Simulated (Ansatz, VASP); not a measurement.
# Ge (Germanium): VASP beside Ansatz

Aim: how closely do two programs agree when they are given the same cell, functional and k mesh? The structure shown is the end of the Ansatz relaxation below.

Program: Ansatz 0.2.0. Level of theory: plane waves, with VASP 6.6.1 beside it; single point at r2SCAN. Results are calculated unless marked as measured.

### 1. The structure

It takes space group I4_1/amd (No. 141, tetragonal). Conventional cell: a = 4.092 Å, b = 4.092 Å, c = 5.594 Å, α = 90.00°, β = 90.00°, γ = 90.00°. Ge has 4 Ge at 2.48 Å nearest.

### 2. Ansatz: relaxation, r2SCAN

Ansatz runs on its PAW soft_1 files.

This run makes the geometry at which the two programs are then compared.

Contents of input.yaml:

```yaml
crystal:
  lattice:
    - [0.0, 2.8936591592, 2.8172854041]
    - [2.8936591592, 0.0, 2.8172854041]
    - [2.8936591592, 2.8936591592, 0.0]
  atoms:
    - { symbol: Ge, position: [0.4999847098, 0.4999847098, 0.499976107] }
    - { symbol: Ge, position: [0.7500152902, 0.7500152902, 0.750023893] }
  conventional_axes: [[-1, 1, 1], [1, -1, 1], [1, 1, -1]]
kpoints:
  mp_grid: { grid: [12, 12, 12], shift: [0.5, 0.5, 0.5] }
hamiltonian:
  xc: r2scan
  pseudopotentials: { kind: paw, azcp: { folder: soft_1 } }
scf:
  occupations: { method: gaussian, width: 0.02 }
output:
  forces: true
  stress: true
  eigenvalues: true
relax:
  adjacent_minimum: "off"
  f_tol: 0.001
  max_steps: 60
  cell: { stress_tol: 0.01, fix: [a, b, angles] }
```

Started as:

```sh
$ ansatz run input.yaml --threads 4 --pin off --max-ram 10240MiB --backend cpu --events-out ev --progress --plain --runs-dir out
```

Numbers of over 12 decimals in the logs are rounded to 6 here.

What it wrote:

```text
Engine: ansatz 0.2.0, aarch64-unknown-linux-gnu
Pseudopotentials: kind: paw
Pseudopotential: Ge, paw, valence charge 14, recommended cutoff 500 eV (meta_gga), soft_1/Ge.paw.azcp
Functional definition: r2SCAN
  parameter k0 = 0.174
  parameter k1 = 0.065
  parameter a1 = 4.9479
  exchange = r2scan_x(k0 = k0, k1 = k1, a1 = a1)
  correlation = r2scan_c
Crystal: 2 atoms, lattice volume = 47.180 Å³
Basis set: ecut = 500 eV, 1219 PW (Γ), exchange–correlation on 120×120×120 points (64 copies of the dense FFT grid, shifted against one another)
Bands: 18, of which v1, the nominal top of the filled ones, is band 14 counted from 1 (13 counted from 0)
Symmetry: 4 space group operations
Space group: C2/m (ITA 12), of the structure as read, at distance tolerance 3.6e-5 Å
k-points: 468 of 1728
Non-local potential: Ge, projectors of the file, l = 0: 2, l = 1: 2, l = 2: 3, l = 3: 1
PAW form: soft (Blöchl's): semilocal exchange-correlation on the pseudo side does not see the compensation charge
PAW frozen core: Ge, regenerated for the run's functional (the file was generated under x = pbe(κ = 0.804, μ = 0.219515), c = pbe(β = 0.066725))
PAW one-centre angular grid: Ge, 590 points (default); XC on 160 Gauss nodes
Initial density: superposition of atomic densities (chi_scale 0.1, normalization cell)
Initial wavefunctions: pseudopotential atomic-orbital guess
Functional: x = r2scan, c = r2scan; τ floored in thin density (d = 2e-4 eV/Å³)
iter 1 solved again at ethr=1.60e-3 eV; its pass at ethr=3.10e-3 eV (dr2=4.49e-1 eV) is discarded
SCF iter   1: F=—  HF=-8605.751491 eV  |F-HF|=—  |Δ(HF+E_count)|=         —  Δρ=3.58e-2  dr2=4.53e-1  dr2_τ=3.85e-3  ethr=1.60e-3  ⟨swp⟩=1.0  Hψ=51086  notcnv=0
preconditioner: auto → none  [insulator: Δε(μ)=0.235 eV  Ē_g=24.152 eV  σ=0.020 eV  W_gap=1.00  n_scr=14 (ndim 8)  ℏωp=28.6 eV  f_vac=0.000  D(μ)=0.00/eV (n_scr^D=0)  ε∞_Penn≈2.4]
SCF iter   2: F=—  HF=-8605.788204 eV  |F-HF|=—  |Δ(HF+E_count)|=   3.67e-2  Δρ=1.83e-2  dr2=9.75e-2  dr2_τ=6.65e-4  ethr=1.60e-3  ⟨swp⟩=2.1  Hψ=10380  notcnv=0
SCF iter   3: F=—  HF=-8605.816902 eV  |F-HF|=—  |Δ(HF+E_count)|=   2.87e-2  Δρ=2.66e-3  dr2=1.51e-3  dr2_τ=2.70e-5  ethr=3.48e-4  ⟨swp⟩=3.1  Hψ=16886  notcnv=0
SCF iter   4: F=—  HF=-8605.815435 eV  |F-HF|=—  |Δ(HF+E_count)|=   1.47e-3  Δρ=5.01e-4  dr2=4.77e-5  dr2_τ=8.14e-7  ethr=5.40e-6  ⟨swp⟩=2.1  Hψ=16876  notcnv=0
SCF iter   5: F=—  HF=-8605.815456 eV  |F-HF|=—  |Δ(HF+E_count)|=   2.12e-5  Δρ=1.20e-4  dr2=2.77e-6  dr2_τ=5.19e-8  ethr=1.70e-7  ⟨swp⟩=2.0  Hψ=14976  notcnv=0
SCF iter   6: F=-8605.815457 eV  HF=-8605.815457 eV  |F-HF|=4.10e-9  |Δ(HF+E_count)|=   1.10e-6  Δρ=3.59e-6  dr2=1.94e-9  dr2_τ=7.73e-11  ethr=3.57e-10  ⟨swp⟩=3.7  Hψ=37864  notcnv=0
SCF 1 converged in 6 iterations: F = -8605.815457 eV  dr2 = 1.94e-9
  greatest PAW one-centre occupation: 0.998 electrons in one spin orbital (limit 2), on the Ge atom at site 1 (counted from 0), in its partial waves of l = 2
relax step   1: F+E_penalty+E_count = -8605.81545724 eV  Δ(F+E_penalty+E_count) = +0.000e0 eV  max|allowed force component| = 7.347e-4 eV/Å  Δτ_max = 0.0000 Å  P = -2.150 GPa  Ω = 47.180 Å³  fix = [a, b, alpha, beta, gamma]  reactions: a -2.832, b -2.832 GPa; alpha +0.003, beta +0.003, gamma +0.003 GPa/rad  (6 SCF iters, dr2 threshold 1.00e-7 eV, accepted)
[...]
relax step   2: F+E_penalty+E_count = -8605.81632270 eV  Δ(F+E_penalty+E_count) = -8.655e-4 eV  max|allowed force component| = 2.778e-4 eV/Å  Δτ_max = 0.0000 Å  P = -1.710 GPa  Ω = 46.844 Å³  energy of the carried Pulay correction = +4.828e-5 eV  fix = [a, b, alpha, beta, gamma]  reactions: a -2.569, b -2.569 GPa; alpha +0.005, beta +0.005, gamma +0.004 GPa/rad  (5 SCF iters, dr2 threshold 2.00e-7 eV, accepted)
[...]
relax step   3: F+E_penalty+E_count = -8605.81627611 eV  Δ(F+E_penalty+E_count) = +4.659e-5 eV  max|allowed force component| = 2.777e-4 eV/Å  Δτ_max = 0.0000 Å  P = -1.711 GPa  Ω = 46.844 Å³  fix = [a, b, alpha, beta, gamma]  reactions: a -2.570, b -2.570 GPa; alpha +0.005, beta +0.005, gamma +0.004 GPa/rad  stress off target by 6.80e-3 GPa on what of the cell is left free  SCF on the basis re-selected at this cell (its energy is not comparable with the rows above)  (5 SCF iters)
basis re-selected at this cell: Δ(F+E_penalty+E_count) = +4.659e-5 eV, ΔP = -0.001 GPa vs the last step (what re-selecting the basis moved, of the pressure what is left beyond the Pulay correction that the steps carried, after the strain that the cell walked since its last selection, with what the two solves' SCF thresholds leave and, on support functions, any second-order correction that the steps lacked; it is no m [...]
SCF converged after 5 iterations
Free energy (F): -8605.816276 eV
Harris-Foulkes:  -8605.816276 eV  (|F-HF|=5.46e-12)
Internal energy: -8605.816276 eV  (E = F + TS)
E sigma→0 (E₀):  -8605.816276 eV
Fermi energy:    8.095687 eV
--- Per-component energies (eV) ---
  E_band       = -329.753068
  E_kinetic    = 184.100309
  E_local      = -4550.166839  (includes V_loc(G=0)·N_el)
  E_nonlocal   = 436.302766
  E_hartree    = 2167.141429
  E_xc         = -131.372690
  E_vxc        = -136.160144  (∫ρ·V_xc dr)
  E_paw        = -4052.333793  (= ΣΔE_a)
  E_vpaw       = -605.267545  (= ΣTr[D̂ρ^β])
  E_aug_tail   = -0.000009  (compensation charges beyond the density's cutoff)
  E_vtau       = 7.155537  (kinetic-family band-sum trace: ∫τ·v_τ [+ j·A + Jᵃ·Aᵃ] dr)
  E_ewald      = -2657.315928
  E_core_change = -2.171521  (= ΣΔE_core)
  E_smearing   = -0.000000  (= −TS)
  E_closure    = -0.000000  (closes the sum)
  Σ components = -8605.816276   (vs F -8605.816276, Δ=0.00e0)
--- Forces (eV/Å), atoms counted from 1 ---
  atom   1  Ge     0.00015775     0.00015775     0.00027772
  atom   2  Ge    -0.00015775    -0.00015775    -0.00027772
  max |Σ_I F_I| component: 5.42e-20 eV/Å
--- Stress (GPa, compression-positive) ---
       -2.569621      -0.003627      -0.005070
       -0.003627      -2.569621      -0.005070
       -0.005070      -0.005070       0.006797
  P = ⅓ Tr σ = -1.7108 GPa (-17.108 kbar)
--- Band table (eV; the first three rows and the last of 468) ---
  k-point 0: bands = [... 10 lower, -5.1084, 7.1733, 7.7669, 7.9452, 8.5945, 10.5597, 10.7410, 10.7683]
  k-point 1: bands = [... 10 lower, -4.9956, 5.9528, 7.5266, 7.6785, 9.1694, 10.8617, 11.0124, 11.2878]
  k-point 2: bands = [... 10 lower, -4.7146, 4.3860, 7.0686, 7.3405, 9.1491, 11.2715, 11.5689, 12.5491]
  k-point 467: bands = [... 10 lower, -2.9510, 0.2192, 5.6288, 6.4527, 8.9723, 11.7531, 12.2217, 15.8357]
--- Relaxed structure (2 steps of the walk, 2 accepted, 1 SCFs on fresh bases) ---
  F+E_penalty+E_count = -8605.81627611 eV   max|allowed force component| = 2.777e-4 eV/Å   (the final SCF, on the basis selected at the relaxed cell)
  cell:  # Å, volume = 46.8441 Å³
    - [0, 2.8936591592, 2.797242]
    - [2.8936591592, 0, 2.797242]
    - [2.8936591592, 2.8936591592, 0]
  atoms:
    - { symbol: Ge, position: [0.499983, 0.499983, 0.499966] }
    - { symbol: Ge, position: [0.750017, 0.750017, 0.750034] }
```

Reading the cycles: dr2 is the Hartree energy of the density residual (eV), the measure of convergence; HF is the Harris–Foulkes estimate of the energy, which meets the free energy F at convergence.

(Continued in part 2 of 3.)

[Lines on the potential files, build, host, timing and source positions are cut from VASP's logs without a mark.]

[Logs are printed without paths, hosts, clocks, repeated set-up lines and the standing remarks that a program may print on its own settings, such as how far it seeks lower states.]

[Hosts, paths, dates, database ids (printed as entryN), source tags and the programs' standing remarks are cut or masked in the printed files.]
